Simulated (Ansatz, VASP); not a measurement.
# Mg2BeN2 in two plane-wave programs, part 2 of 2

One calculation is typed for both programs; each brings its own data sets. How far apart do they land? The cell is invented: As first built, before any earlier steps moved the atoms (in the runner's words): N for P, Be for Ba in the BaMg2P2 structure of space group P-3m1. It may not be a known or stable phase. The two relaxations start from unlike cells of this crystal (the structure described is Ansatz's start), so only their ends are compared.

VASP 6.6.1 and Ansatz 0.2.0.

So far: Set-up; Ansatz: relaxation of cell and atoms, r2SCAN.

**3. VASP: relaxation of cell and atoms, r2SCAN**

Level of this step: r2SCAN; plane waves and PAW (Be, Mg, N); invented cell (VASP).

Its own start cell and the same functional, mesh and smearing now go to VASP, with its own data sets.

Lines of VASP's logs that name or quote its potential files are left out, and so is its time.

INCAR reads:

```
SYSTEM = Mg2BeN2
PREC = Accurate
ENCUT = 660
EDIFF = 1E-07
NELM = 120
ISMEAR = 0
SIGMA = 0.03
LREAL = .FALSE.
ALGO = Normal
METAGGA = R2SCAN
LASPH = .TRUE.
NBANDS = 14
LORBIT = 11
LWAVE = .FALSE.
LCHARG = .FALSE.
ISIF = 3
IBRION = 2
NSW = 80
EDIFFG = -0.005
GGA_COMPAT = .FALSE.
NELMIN = 4
EFERMI = MIDGAP
LMIXTAU = .TRUE.
KPAR = 2
```

POSCAR reads:

```
Mg2BeN2
1.0
    3.3606791898      0.0000000000      0.0000000000
   -1.6803395949      2.9104332684      0.0000000000
    0.0000000000      0.0000000000      5.0613296848
Be Mg N
1 2 2
Direct
    0.0000000000      0.0000000000      0.0000000000
    0.6666667196      0.3333334392      0.3133048044
    0.3333332804      0.6666665608      0.6866951956
    0.6666667196      0.3333334392      0.7793037614
    0.3333332804      0.6666665608      0.2206960808
```

KPOINTS reads:

```
Automatic mesh
0
Gamma
8 8 4
0 0 0
```

Potentials, in the order of the species: Be, Mg and N (PBE family, release 64).

The run is started by

```sh
$ mpirun -np 2 vasp_std
```

Numbers of over 12 decimals in the logs are rounded to 6 here.

The program printed:

```text
[banner, memory and clock lines left out]
running    2 mpi-ranks, on    1 nodes
 distrk:  each k-point on    1 cores,    2 groups
 distr:  one band on    1 cores,    1 groups

 POSCAR found type information on POSCAR BeMgN
 POSCAR found :  3 types and       5 ions
|                                                                             |
|               ----> ADVICE to this user running VASP <----                  |
|                                                                             |
|     You enforced a specific xc type in the INCAR file but a different       |
|     [... a line on the potential file left out ...]
|     I HOPE YOU KNOW WHAT YOU ARE DOING!                                     |
|                                                                             |

 LDA part: xc-table for (None), standard interpolation
 POSCAR, INCAR and KPOINTS ok, starting setup
 FFT: planning ... GRIDC
 FFT: planning ... GRID_SOFT
 FFT: planning ... GRID
 WAVECAR not read
 entering main loop
       N       E                     dE             d eps       ncg     rms          rms(c)
DAV:   1     0.603015212845E+02    0.60302E+02   -0.86603E+03   980   0.126E+03
DAV:   2    -0.341658045852E+02   -0.94467E+02   -0.82726E+02  1426   0.247E+02
DAV:   3    -0.409663529240E+02   -0.68005E+01   -0.67298E+01  1274   0.711E+01
DAV:   4    -0.410504696616E+02   -0.84117E-01   -0.84045E-01  1178   0.927E+00
DAV:   5    -0.410517010573E+02   -0.12314E-02   -0.12303E-02  1268   0.974E-01    0.105E+01
DAV:   6    -0.335095145425E+02    0.75422E+01   -0.11485E+01  1262   0.258E+01    0.388E+00
DAV:   7    -0.324803124208E+02    0.10292E+01   -0.74190E-01  1028   0.830E+00    0.231E+00
DAV:   8    -0.344412293941E+02   -0.19609E+01   -0.84694E-01  1130   0.891E+00    0.160E+00
DAV:   9    -0.329222731598E+02    0.15190E+01   -0.52255E-01   998   0.841E+00    0.502E-01
DAV:  10    -0.330051817926E+02   -0.82909E-01   -0.69447E-02  1076   0.252E+00    0.473E-01
DAV:  11    -0.329925797020E+02    0.12602E-01   -0.45817E-03  1196   0.737E-01    0.428E-01
DAV:  12    -0.329582588824E+02    0.34321E-01   -0.26436E-02  1010   0.156E+00    0.309E-01
DAV:  13    -0.330591706456E+02   -0.10091E+00   -0.38946E-02   992   0.195E+00    0.227E-01
DAV:  14    -0.330595450251E+02   -0.37438E-03   -0.32949E-03  1340   0.552E-01    0.169E-01
DAV:  15    -0.330593586752E+02    0.18635E-03   -0.11729E-04  1058   0.104E-01    0.137E-01
DAV:  16    -0.330600181369E+02   -0.65946E-03   -0.13719E-04  1052   0.143E-01    0.109E-01
DAV:  17    -0.330599571283E+02    0.61009E-04   -0.51866E-04  1154   0.216E-01    0.266E-02
DAV:  18    -0.330600482790E+02   -0.91151E-04   -0.48208E-05  1106   0.653E-02    0.380E-02
DAV:  19    -0.330600845758E+02   -0.36297E-04   -0.44251E-05  1070   0.714E-02    0.979E-03
DAV:  20    -0.330600955113E+02   -0.10936E-04   -0.95080E-06  1280   0.279E-02    0.517E-03
DAV:  21    -0.330600952633E+02    0.24803E-06   -0.24566E-06  1106   0.170E-02    0.297E-03
DAV:  22    -0.330600965057E+02   -0.12424E-05   -0.14600E-06  1070   0.132E-02    0.146E-03
DAV:  23    -0.330600965418E+02   -0.36118E-07   -0.76069E-08   946   0.348E-03
   1 F= -.33060097E+02 E0= -.33060097E+02  d E =-.330601E+02
 curvature:   0.00 expect dE= 0.000E+00 dE for cont linesearch  0.000E+00
 trial: gam= 0.00000 g(F)=  0.532E-07 g(S)=  0.156E-04 ort = 0.000E+00 (trialstep = 0.100E+01)
 search vector abs. value=  0.157E-04
 bond charge predicted
       N       E                     dE             d eps       ncg     rms          rms(c)
DAV:   1    -0.330601276142E+02   -0.31109E-04   -0.42282E-04  1148   0.176E-01    0.327E-02
DAV:   2    -0.330601026411E+02    0.24973E-04   -0.70896E-05  1232   0.724E-02    0.548E-03
DAV:   3    -0.330601039439E+02   -0.13028E-05   -0.54291E-06  1022   0.207E-02    0.222E-03
DAV:   4    -0.330601034239E+02    0.51999E-06   -0.98834E-07  1028   0.986E-03    0.114E-03
DAV:   5    -0.330601047588E+02   -0.13348E-05   -0.24053E-07  1068   0.609E-03    0.445E-04
DAV:   6    -0.330601044603E+02    0.29845E-06   -0.60597E-08   766   0.337E-03    0.325E-04
DAV:   7    -0.330601047637E+02   -0.30338E-06   -0.21621E-08   562   0.182E-03    0.160E-04
DAV:   8    -0.330601047101E+02    0.53619E-07   -0.29945E-09   544   0.595E-04
   2 F= -.33060105E+02 E0= -.33060105E+02  d E =-.816828E-05
 trial-energy change:   -0.000008  1 .order   -0.000006   -0.000016    0.000003
 step:   0.8988(harm=  0.8478)  dis= 0.00003  next Energy=   -33.060105 (dE=-0.831E-05)
 reached required accuracy - stopping structural energy minimisation
```

From OUTCAR (step 3):

```text
ion  position               nearest neighbor table
   1  0.000  0.000  0.000-   3 2.51   2 2.51   3 2.51   2 2.51   2 2.51   3 2.51
   2  0.667  0.333  0.313-   5 2.00   5 2.00   5 2.00   4 2.36   1 2.51   1 2.51   1 2.51   4 2.70
                             3 2.71   3 2.71   3 2.71
   3  0.333  0.667  0.687-   4 2.00   4 2.00   4 2.00   5 2.36   1 2.51   1 2.51   1 2.51   5 2.70
                             2 2.71   2 2.71   2 2.71
   4  0.667  0.333  0.779-   3 2.00   3 2.00   3 2.00   2 2.36   2 2.70
   5  0.333  0.667  0.221-   2 2.00   2 2.00   2 2.00   3 2.36   3 2.70

  LATTYP: Found a hexagonal cell.
 ALAT       =     3.3606791898
 C/A-ratio  =     1.5060436891

 Subroutine GETGRP returns: Found 12 space group operations
 (whereof 12 operations were pure point group operations)

The static configuration has the point symmetry D_3d.

 Found     35 irreducible k-points:

   k-points           NKPTS =     35   k-points in BZ     NKDIM =     35   number of bands    NBANDS=     14

   dimension x,y,z NGX =    28 NGY =   28 NGZ =   42
   dimension x,y,z NGXF=    56 NGYF=   56 NGZF=   84

   ENCUT  =  660.0 eV  48.51 Ry    6.96 a.u.   7.04  7.04 10.60*2*pi/ulx,y,z

   NELECT =      16.0000    total number of electrons

 k-points in reciprocal lattice and weights: Automatic mesh
   0.00000000  0.00000000  0.00000000       0.004
   0.12500000  0.00000000  0.00000000       0.023
   0.25000000  0.00000000  0.00000000       0.023
   0.37500000  0.00000000  0.00000000       0.023
   0.50000000  0.00000000  0.00000000       0.012
   0.12500000  0.12500000  0.00000000       0.023
   0.25000000  0.12500000  0.00000000       0.047
   0.37500000  0.12500000  0.00000000       0.047
   0.25000000  0.25000000  0.00000000       0.023
[...]
0.25000000  0.25000000  0.50000000       0.023
   0.37500000  0.25000000  0.50000000       0.023

 average (electrostatic) potential at core
       1 -36.0065       2 -38.1536       3 -38.1536       4 -65.1629       5 -65.1629

 E-fermi :   5.7113

 k-point     1 :       0.0000    0.0000    0.0000
  band No.  band energies     occupation
    ...
      4       3.0417      2.00000
      5       3.0417      2.00000
      6       3.3819      2.00000
      7       3.3819      2.00000
      8       4.7537      2.00000
      9       6.6689      0.00000
     10       8.6266      0.00000
     11      11.8160      0.00000
     12      11.8160      0.00000
     13      13.4601      0.00000
    ...

 k-point     2 :       0.1250    0.0000    0.0000
  band No.  band energies     occupation
    ...
      4       2.0739      2.00000
      5       2.6549      2.00000
      6       2.8121      2.00000
      7       3.5672      2.00000
      8       4.6305      2.00000
      9       7.5268      0.00000
     10       9.2733      0.00000
     11      11.3623      0.00000
     12      12.0897      0.00000
     13      13.6050      0.00000
    ...

 k-point     3 :       0.2500    0.0000    0.0000
  band No.  band energies     occupation
    ...
      4       0.5518      2.00000
      5       1.7101      2.00000
      6       2.1215      2.00000
      7       3.6406      2.00000
      8       4.2096      2.00000
      9       8.7604      0.00000
     10       9.9178      0.00000
     11      11.1660      0.00000
     12      12.5364      0.00000
     13      12.7602      0.00000
    ...

  Total        0.0127919      0.0127919     -0.0066156     -0.0000000      0.0000000      0.0000000
  in kB        0.4142684      0.4142683     -0.2142479     -0.0000000      0.0000000      0.0000000
  external PRESSURE =       0.2047629 kB  Pullay stress =       0.0000000 kB

  energy-cutoff  :      660.00
  volume of cell :       49.47
      direct lattice vectors                 reciprocal lattice vectors
     3.360046077 -0.000000000  0.000000000     0.297614966  0.171828098 -0.000000000
    -1.680023039  2.909884977  0.000000000     0.000000000  0.343656195 -0.000000000
     0.000000000  0.000000000  5.059898600     0.000000000  0.000000000  0.197632419

 POSITION                                       TOTAL-FORCE (eV/Angst)
 -----------------------------------------------------------------------------------
      1.68002      2.90988      0.00000        -0.000000     -0.000000      0.000000
      1.68002      0.96996      1.58531         0.000000     -0.000000      0.001134
     -0.00000      1.93992      3.47459        -0.000000     -0.000000     -0.001134
      1.68002      0.96996      3.94323        -0.000000     -0.000000      0.001482
     -0.00000      1.93992      1.11667         0.000000      0.000000     -0.001482
 -----------------------------------------------------------------------------------
    total drift:                               -0.000000     -0.000000      0.000583

  FREE ENERGIE OF THE ION-ELECTRON SYSTEM (eV)
  ---------------------------------------------------
  free  energy   TOTEN  =       -33.0601047101 eV

  energy  without entropy=      -33.0601047101  energy(sigma->0) =      -33.06010471

 reached required accuracy - stopping structural energy minimisation

 total charge
# of ion       s       p       d       tot
------------------------------------------
    1        0.297   0.432   0.000   0.729
    2        0.187   0.224   0.085   0.496
    3        0.187   0.224   0.085   0.496
    4        1.239   2.485   0.000   3.725
    5        1.239   2.485   0.000   3.725
--------------------------------------------------
tot          3.149   5.851   0.170   9.170

[... 3 further parts left out ...]
```

**4. Side by side**

Known differences besides the potentials themselves: VASP keeps PBE cores, Ansatz makes them for the functional; the data sets hold 32 valence electrons in Ansatz (on its default PAW (the set named soft_2) files) and 16 in VASP; the cutoff is 500 eV in Ansatz and 660 eV in VASP; Ansatz adds a Pulay correction to the stress that steers its cell, VASP none. Total energies have different zeros and are not compared.

Both answers:

| quantity | Ansatz | VASP | difference |
| --- | --- | --- | --- |
| volume (Å³) | 49.63 | 49.47 | +0.32 % |
| edge a after relaxation, in the typed setting (Å) | 3.357 | 3.360 | -0.09 % |
| edge c after relaxation, in the typed setting (Å) | 5.085 | 5.060 | +0.50 % |

**5. Outcome**

```json
{"difference in edge c after relaxation, in the typed setting (relaxation of cell and atoms, r2SCAN)": "0.50 %"}
```

What this shows: The difference in edge c after relaxation, in the typed setting is 0.50 % (relaxation of cell and atoms, r2SCAN), within the 1.2 % picked in this series as the mark of a large difference, as far as the stopping tolerances let one tell. The data sets hold unlike numbers of valence electrons (32 in Ansatz and 16 in VASP), so part of the differences comes from the potentials. Such differences can come from data sets, numerical settings and the points named under the comparisons, not from the functional's error against experiment.

[Lines on the potential files, build, host, timing and source positions are cut from VASP's logs without a mark.]

[Logs are printed without paths, hosts, clocks, repeated set-up lines and the standing remarks that a program may print on its own settings, such as how far it seeks lower states.]

[Hosts, paths, dates, database ids (printed as entryN), source tags and the programs' standing remarks are cut or masked in the printed files.]
